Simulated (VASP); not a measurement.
# Sn2Pb (Fm-3m) in VASP: further runs

Runs on Sn2Pb. Level: PBEsol. Tasks: single point.

Program: VASP 6.6.1. These are calculated values, not measurements. Logs are shortened: lines on timing, memory, paths and dates and some standing lists are left out, and cuts for length are marked.

### Step 1. The structure

Symmetry: Fm-3m, No. 225, cubic system. Conventional cell: a = 7.286 Å, b = 7.286 Å, c = 7.286 Å, α = 90.00°, β = 90.00°, γ = 90.00°. Pb (site symmetry m-3m) has 8 Sn at 3.16 Å as nearest neighbours. Sn (site symmetry -43m) has 4 Pb at 3.16 Å as nearest neighbours.

The cell comes from a database or a generator and needn't be the stable form of this composition.

### Step 2. Single point, PBEsol

The input, INCAR:

```
ALGO     = Fast           # electronic algorithm
EDIFF    = 1E-6           # SCF threshold, eV
ENCUT    = 520            # plane-wave cutoff, eV
GGA      = PS             # functional
ISIF     = 2              # what is computed and relaxed
ISMEAR   = 0              # smearing method
LASPH    = T              # aspherical terms in the spheres
LCHARG   = T              # write CHGCAR
LELF     = T              # ELF
LREAL    = F              # projectors in reciprocal space
LVHAR    = T            
LWAVE    = F              # write WAVECAR
NBANDS   = 28             # bands
NELM     = 60             # most SCF steps
PREC     = Accurate       # precision mode
SIGMA    = 0.05           # smearing width, eV
```

The input, KPOINTS:

```
k-points
0
Gamma
  4 4 4
```

The input, POSCAR:

```
Sn2Pb
1.0
    0.0000000000      3.6432453476      3.6432453476
    3.6432453476      0.0000000000      3.6432453476
    3.6432453476      3.6432453476      0.0000000000
Pb Sn
1 2
Direct
    0.0000000000      0.0000000000      0.0000000000
    0.2500000000      0.2500000000      0.2500000000
    0.7500000000      0.7500000000      0.7500000000
```

Potentials or basis: VASP PAW PBE potentials, release 64 (Pb_d, Sn_d).

Run with:

```console
$ cat potpaw_PBE.64/Pb_d/POTCAR potpaw_PBE.64/Sn_d/POTCAR > POTCAR
$ mpirun -np 1 vasp_std > vasp.out
```

OUTCAR:

```text
EDIFF = 1E-6
   ENCUT = 520
   GGA = PS
   ISIF = 2
   ISMEAR = 0
   LASPH = T
   LREAL = F
   NELM = 60
   PREC = Accurate

 ion  position               nearest neighbor table
   1  0.000  0.000  0.000-   3 3.16   3 3.16   3 3.16   2 3.16   2 3.16   2 3.16   3 3.16   2 3.16

   2  0.250  0.250  0.250-   1 3.16   1 3.16   1 3.16   1 3.16   3 3.64   3 3.64   3 3.64   3 3.64
                             3 3.64   3 3.64
   3  0.750  0.750  0.750-   1 3.16   1 3.16   1 3.16   1 3.16   2 3.64   2 3.64   2 3.64   2 3.64
                             2 3.64   2 3.64

  LATTYP: Found a face centered cubic cell.
 ALAT       =     7.2864906952

  Lattice vectors:

 A1 = (   0.0000000000,   3.6432453476,   3.6432453476)
 A2 = (   3.6432453476,   0.0000000000,   3.6432453476)
 A3 = (   3.6432453476,   3.6432453476,   0.0000000000)

Analysis of symmetry for initial positions (statically):
=====================================================================
 Subroutine PRICEL returns:
 Original cell was already a primitive cell.

 Routine SETGRP: Setting up the symmetry group for a
 face centered cubic supercell.

 Subroutine GETGRP returns: Found 48 space group operations
 (whereof 48 operations were pure point group operations)
 out of a pool of 48 trial point group operations.

The static configuration has the point symmetry O_h .

Analysis of symmetry for dynamics (positions and initial velocities):
=====================================================================
 Subroutine PRICEL returns:
 Original cell was already a primitive cell.

 Routine SETGRP: Setting up the symmetry group for a
 face centered cubic supercell.

 Subroutine GETGRP returns: Found 48 space group operations
 (whereof 48 operations were pure point group operations)
 out of a pool of 48 trial point group operations.

The dynamic configuration has the point symmetry O_h .

 Subroutine INISYM returns: Found 48 space group operations
 (whereof 48 operations are pure point group operations),
 and found     1 'primitive' translations

----------------------------------------------------------------------------------------

                                     Primitive cell

  volume of cell :      96.7153

  direct lattice vectors                    reciprocal lattice vectors
     0.000000000  3.643245348  3.643245348    -0.137240277  0.137240277  0.137240277
     3.643245348  0.000000000  3.643245348     0.137240277 -0.137240277  0.137240277
     3.643245348  3.643245348  0.000000000     0.137240277  0.137240277 -0.137240277

  length of vectors
     5.152326982  5.152326982  5.152326982     0.237707132  0.237707132  0.237707132

  position of ions in fractional coordinates (direct lattice)
     0.000000000  0.000000000  0.000000000
     0.250000000  0.250000000  0.250000000
     0.750000000  0.750000000  0.750000000

  ion indices of the primitive-cell ions
   primitive index   ion index
                 1           1
                 2           2
                 3           3

----------------------------------------------------------------------------------------

 KPOINTS: k-points

Automatic generation of k-mesh.
 Grid dimensions read from file:
 generate k-points for:    4    4    4

 Generating k-lattice:

  Cartesian coordinates                     Fractional coordinates (reciprocal lattice)
    -0.034310069  0.034310069  0.034310069     0.250000000  0.000000000  0.000000000
     0.034310069 -0.034310069  0.034310069     0.000000000  0.250000000  0.000000000
     0.034310069  0.034310069 -0.034310069     0.000000000  0.000000000  0.250000000

  Length of vectors
     0.059426783  0.059426783  0.059426783

  Shift w.r.t. Gamma in fractional coordinates (k-lattice)
     0.000000000  0.000000000  0.000000000

 Subroutine IBZKPT returns following result:
 ===========================================

 Found      8 irreducible k-points:

 Following reciprocal coordinates:
            Coordinates               Weight
  0.000000  0.000000  0.000000      1.000000
  0.250000  0.000000  0.000000      8.000000
  0.500000  0.000000  0.000000      4.000000
  0.250000  0.250000  0.000000      6.000000
  0.500000  0.250000  0.000000     24.000000
 -0.250000  0.250000  0.000000     12.000000
  0.500000  0.500000  0.000000      3.000000
 -0.250000  0.500000  0.250000      6.000000
   k-points           NKPTS =      8   k-points in BZ     NKDIM =      8   number of bands    NBANDS=     28
   number of dos      NEDOS =    301   number of ions     NIONS =      3
   total plane-waves  NPLWV =  64000
   dimension x,y,z NGX =    40 NGY =   40 NGZ =   40
   dimension x,y,z NGXF=    80 NGYF=   80 NGZF=   80
   ions per type =               1   2
   NGX,Y,Z   is equivalent  to a cutoff of  12.91, 12.91, 12.91 a.u.
   NGXF,Y,Z  is equivalent  to a cutoff of  25.81, 25.81, 25.81 a.u.
 SYSTEM =  unknown system
   PREC   = accura    normal or accurate (medium, high low for compatibility)
   ISTART =      0    job   : 0-new  1-cont  2-samecut
   ICHARG =      2    charge: 1-file 2-atom 10-const
   ISPIN  =      1    spin polarized calculation?
   LNONCOLLINEAR =      F non collinear calculations
   LSORBIT =      F    spin-orbit coupling
   LASPH  =      T    aspherical Exc in radial PAW
   ENCUT  =  520.0 eV  38.22 Ry    6.18 a.u.   9.58  9.58  9.58*2*pi/ulx,y,z
   NELM   =     60;   NELMIN=  2; NELMDL= -5     # of ELM steps
   EDIFF  = 0.1E-05   stopping-criterion for ELM
   LREAL  =      F    real-space projection
   EDIFFG = 0.1E-04   stopping-criterion for IOM
   NSW    =      0    number of steps for IOM
   IBRION =     -1    ionic relax: 0-MD 1-quasi-New 2-CG
   NFREE  =      0    steps in history (QN), initial steepest desc. (CG)
   ISIF   =      2    stress and relaxation
   ISYM   =      2    0-nonsym 1-usesym 2-fastsym
   POTIM  = 0.5000    time-step for ionic-motion
   TEBEG  =    0.0;   TEEND  =   0.0 temperature during run
   PSTRESS=    0.0 pullay stress
   NELECT =      42.0000    total number of electrons
   NUPDOWN=      -1.0000    fix difference up-down
   EMIN   =  10.00;   EMAX   =-10.00  energy-range for DOS
   EFERMI =   0.00;   METHOD = LEGACY
   ISMEAR =     0;   SIGMA  =   0.05  broadening in eV -4-tet -1-fermi 0-gaus
   EFERMI_NEDOS =   21; number of points for ismear=-14 and -15
   IALGO  =     68    algorithm
   IMIX   =      4    mixing-type and parameters
     AMIX     =   0.40;   BMIX     =  1.00
     AMIX_MAG =   1.60;   BMIX_MAG =  1.00
  volume/ion in A,a.u.               =      32.24       217.56
  Fermi-wavevector in a.u.,A,eV,Ry     =   1.239727  2.342745 20.911119  1.536924
  Thomas-Fermi vector in A             =   2.374198
   LORBIT       =      0    0 simple, 1 ext, 2 COOP (PROOUT), +10 PAW based schemes
   GGA     = PS    functional components
   LHFCALC =     F    Hartree Fock is set to
   AEXX    =    0.0000 exact exchange contribution
   IVDW    =     0    specifies the selected vdW correction
   LEPSILON=     F    determine dielectric tensor
   LRPA    =     F    only Hartree local field effects (RPA)
 non-spin polarized calculation
 RMM-DIIS sequential band-by-band and
 Gauss-broadening in eV      SIGMA  =   0.05
  energy-cutoff  :      520.00
  volume of cell :       96.72
 maximum number of plane-waves:      2637
 NGX is ok and might be reduce to    40
   NGX = 19   NGY = 19   NGZ = 19

 number of electron      41.9999984 magnetization

 Free energy of the ion-electron system (eV)
  ---------------------------------------------------
  ext. energy  EPLUGINS =         0.00000000
  ---------------------------------------------------
  free energy    TOTEN  =       -11.62171699 eV

  energy without entropy =      -11.60909908  energy(sigma->0) =      -11.61540803

 E-fermi :   6.1427     XC(G=0):  -9.6446

 val. band max:        6.1231955518   @ k =   0.5000   0.2500   0.0000
 cond. band min:       6.1428280924   @ k =   0.5000   0.0000   0.0000
 fundamental gap:      0.0196325407
 Fermi energy:         6.1426555487

 k-point     1 :       0.0000    0.0000    0.0000
  band No.  band energies     occupation
      1     -15.2805      2.00000
      2     -15.2805      2.00000
      3     -15.2561      2.00000
      4     -15.2561      2.00000
      5     -15.2561      2.00000
      6     -15.2143      2.00000
[... 20 lines left out ...]
     27       9.1927      0.00000
     28      11.6702      0.00000

 k-point     2 :       0.2500    0.0000    0.0000
  band No.  band energies     occupation
      1     -15.2639      2.00000
      2     -15.2639      2.00000
      3     -15.2529      2.00000
      4     -15.2498      2.00000
      5     -15.2498      2.00000
      6     -15.2202      2.00000
[... 20 lines left out ...]
     27      10.0080      0.00000
     28      13.6652      0.00000

 k-point     3 :       0.5000    0.0000    0.0000
  band No.  band energies     occupation
      1     -15.2415      2.00000
      2     -15.2359      2.00000
      3     -15.2359      2.00000
      4     -15.2341      2.00000
      5     -15.2341      2.00000
      6     -15.2301      2.00000
[... 20 lines left out ...]
     27      11.2860      0.00000
     28      13.3130      0.00000

 k-point     4 :       0.2500    0.2500    0.0000
  band No.  band energies     occupation
      1     -15.2778      2.00000
      2     -15.2604      2.00000
      3     -15.2460      2.00000
      4     -15.2460      2.00000
      5     -15.2450      2.00000
      6     -15.2233      2.00000
[... 20 lines left out ...]
     27      10.6630      0.00000
     28      12.1822      0.00000

 k-point     5 :       0.5000    0.2500    0.0000
  band No.  band energies     occupation
      1     -15.2608      2.00000
      2     -15.2553      2.00000
      3     -15.2372      2.00000
      4     -15.2357      2.00000
      5     -15.2353      2.00000
      6     -15.2336      2.00000
[... 20 lines left out ...]
     27      11.5363      0.00000
     28      13.1120      0.00000

 k-point     6 :      -0.2500    0.2500    0.0000
  band No.  band energies     occupation
      1     -15.2602      2.00000
      2     -15.2502      2.00000
      3     -15.2446      2.00000
      4     -15.2357      2.00000
      5     -15.2346      2.00000
      6     -15.2264      2.00000
[... 20 lines left out ...]
     27      11.8646      0.00000
     28      12.3665      0.00000

 k-point     7 :       0.5000    0.5000    0.0000
  band No.  band energies     occupation
      1     -15.2751      2.00000
      2     -15.2647      2.00000
      3     -15.2422      2.00000
      4     -15.2358      2.00000
      5     -15.2358      2.00000
      6     -15.2323      2.00000
[... 20 lines left out ...]
     27      11.5432      0.00000
     28      12.1941      0.00000

 k-point     8 :      -0.2500    0.5000    0.2500
  band No.  band energies     occupation
      1     -15.2542      2.00000
      2     -15.2542      2.00000
      3     -15.2523      2.00000
      4     -15.2449      2.00000
      5     -15.2339      2.00000
      6     -15.2339      2.00000
[... 20 lines left out ...]
     27      11.4825      0.00000
     28      13.9734      0.00000

------------------------ aborting loop because EDIFF is reached ----------------------------------------

  FORCE on cell =-STRESS in cart. coord.  units (eV):
  Direction    XX          YY          ZZ          XY          YZ          ZX
  --------------------------------------------------------------------------------------
  -------------------------------------------------------------------------------------
  Total        0.9309284      0.9309284      0.9309284      0.0000000      0.0000000     -0.0000000
  in kB       15.4216775     15.4216775     15.4216775      0.0000000      0.0000000     -0.0000000
  external PRESSURE =      15.4216775 kB  Pullay stress =       0.0000000 kB

 VOLUME and BASIS-vectors are now :
 -----------------------------------------------------------------------------
  energy-cutoff  :      520.00
  volume of cell :       96.72
      direct lattice vectors                 reciprocal lattice vectors
     0.000000000  3.643245348  3.643245348    -0.137240277  0.137240277  0.137240277
     3.643245348  0.000000000  3.643245348     0.137240277 -0.137240277  0.137240277
     3.643245348  3.643245348  0.000000000     0.137240277  0.137240277 -0.137240277

 POSITION                                       TOTAL-FORCE (eV/Angst)
 -----------------------------------------------------------------------------------
      0.00000      0.00000      0.00000        -0.000000     -0.000000      0.000000
      1.82162      1.82162      1.82162        -0.000000     -0.000000     -0.000000
      5.46487      5.46487      5.46487         0.000000      0.000000      0.000000
 -----------------------------------------------------------------------------------
    total drift:                               -0.000000     -0.000000      0.000000

  FREE ENERGIE OF THE ION-ELECTRON SYSTEM (eV)
  ---------------------------------------------------
  free  energy   TOTEN  =       -11.6217169853 eV

  energy  without entropy=      -11.6090990810  energy(sigma->0) =      -11.61540803
```

It took 31 s on 1 thread of Intel Xeon Platinum 8259CL at 2.50GHz (Skylake/Cascade Lake), shared host; peak memory 0.23 GiB.

What came out:

* Free energy: -11.6217 eV
* Pressure: 1.5 GPa
* Band gap on the k mesh: none (metal or under the smearing width)

Caveat: the k mesh is coarse (spacing up to 0.37 Å⁻¹), so the values aren't converged; the PAW data sets were made with another functional, which shifts forces and pressure a little.

### Step 3. Single point, PBEsol

This run uses another cell than the first one, of 33.66 Å³/atom, 1.044 times its volume.

The input, INCAR:

```
PREC = Accurate ; ENCUT = 520
EDIFF = 1E-6 ; ISMEAR = 0
SIGMA = 0.05 ; LREAL = False
LASPH = True ; NELM = 60
ALGO = Normal ; ISIF = 2
LWAVE = False ; LCHARG = False
GGA = PS ; NBANDS = 28
```

The input, KPOINTS:

```
regular mesh
0
Gamma
  4 4 4
```

The input, POSCAR:

```
Sn2Pb
1.0
    0.0000000000      3.6959712065      3.6959712065
    3.6959712065      0.0000000000      3.6959712065
    3.6959712065      3.6959712065      0.0000000000
Pb Sn
1 2
Direct
    0.0000000000      0.0000000000      0.0000000000
    0.2500000000      0.2500000000      0.2500000000
    0.7500000000      0.7500000000      0.7500000000
```

Potentials or basis: VASP PAW PBE potentials, release 64 (Pb_d, Sn_d).

Run with:

```console
$ cat potpaw_PBE.64/Pb_d/POTCAR potpaw_PBE.64/Sn_d/POTCAR > POTCAR
$ mpirun -np 1 vasp_std > vasp.out
```

Wall time 20 s (1 thread of Intel Xeon Platinum 8259CL at 2.50GHz (Skylake/Cascade Lake), shared host); peak memory 0.24 GiB.

It converged, with:

* Free energy: -11.6413 eV
* Pressure: -0.2 GPa
* Band gap on the k mesh: none (metal or under the smearing width)

Levels at points of the mesh, in eV from the Fermi level:
| k point | band 18 | band 19 | band 20 | band 21 | band 22 | band 23 | band 24 | band 25 |
| --- | --- | --- | --- | --- | --- | --- | --- | --- |
| (0.00, 0.00, 0.00) | -4.06 | -0.69 | -0.69 | -0.69 | -0.42 | -0.42 | -0.42 | 3.03 |
| (0.50, 0.00, 0.00) | -5.16 | -1.84 | -1.84 | -0.35 | 0.05 | 0.05 | 2.86 | 4.50 |
| (0.50, 0.50, 0.00) | -5.96 | -3.28 | -3.28 | -1.04 | 3.49 | 3.49 | 3.76 | 4.42 |

Caveat: the k mesh is coarse (spacing up to 0.37 Å⁻¹), so the values aren't converged; the PAW data sets were made with another functional, which shifts forces and pressure a little.

### Step 4. Single point, PBEsol

This run uses another cell than the first one, of 35.07 Å³/atom, 1.088 times its volume.

The input, INCAR:

```
  PREC = Accurate
  ENCUT = 520
  EDIFF = 1E-6
  ISMEAR = -1
  SIGMA = 0.15
  LREAL = F
  LASPH = T
  NELM = 100
  ALGO = Fast
  ISIF = 2
  LWAVE = F
  LCHARG = F
  GGA = PS
  NBANDS = 28
```

The input, KPOINTS:

```
regular mesh
0
Gamma
  10 10 10
```

The input, POSCAR:

```
Sn2Pb
1.0
    0.0000000000      3.7470000000      3.7470000000
    3.7470000000      0.0000000000      3.7470000000
    3.7470000000      3.7470000000      0.0000000000
Pb Sn
1 2
Direct
    0.0000000000      0.0000000000      0.0000000000
    0.2500000000      0.2500000000      0.2500000000
    0.7500000000      0.7500000000      0.7500000000
```

Run with:

```console
$ cat potpaw_PBE.64/Pb_d/POTCAR potpaw_PBE.64/Sn_d/POTCAR > POTCAR
$ mpirun -np 1 vasp_std > vasp.out
```

Run time: 2.4 min. Hardware: 1 thread of Intel Xeon Platinum 8259CL at 2.50GHz (Skylake/Cascade Lake), shared host; peak memory 0.32 GiB.

Results (log left out):

| Item | Value |
| --- | --- |
| Free energy | -11.8753 eV |
| Pressure | -2.5 GPa |
| Band gap on the k mesh | none (metal or under the smearing width) |

Levels at points of the mesh, in eV from the Fermi level:
```
           k point  band 19  band 20  band 21  band 22  band 23  band 24
(0.00, 0.00, 0.00)    -0.66    -0.66    -0.66    -0.40    -0.40    -0.40
(0.50, 0.00, 0.00)    -1.76    -1.76    -0.41     0.06     0.06     2.65
(0.50, 0.50, 0.00)    -3.14    -3.14    -1.00     3.32     3.32     3.50
```

Caveat: the PAW data sets were made with another functional, which shifts forces and pressure a little. The run has no spin-orbit coupling, so splittings on Pb are missing.

### Step 5. Overview

| cell | k mesh | smearing | mesh quality | gap on the mesh (eV) | pressure (GPa) |
| --- | --- | --- | --- | --- | --- |
| Fm-3m, 32.24 Å³/atom | 4 × 4 × 4 | gaussian 0.05 eV | coarse | none | 1.5 |
| Fm-3m, 33.66 Å³/atom | 4 × 4 × 4 | gaussian 0.05 eV | coarse | none | -0.2 |
| Fm-3m, 35.07 Å³/atom | 10 × 10 × 10 | fermi-dirac 0.15 eV | not flagged | none | -2.5 |

Alike in all rows: task single point; level PBEsol; potentials or basis VASP PAW PBE potentials, release 64 (Pb_d, Sn_d); no spin polarisation; cutoff (eV) 520.

Caveats: some runs use coarse meshes; the PAW data sets were made with another functional, which shifts forces and pressure a little.

Total energies depend on the potentials used, so only differences within one code and one set of settings carry meaning.
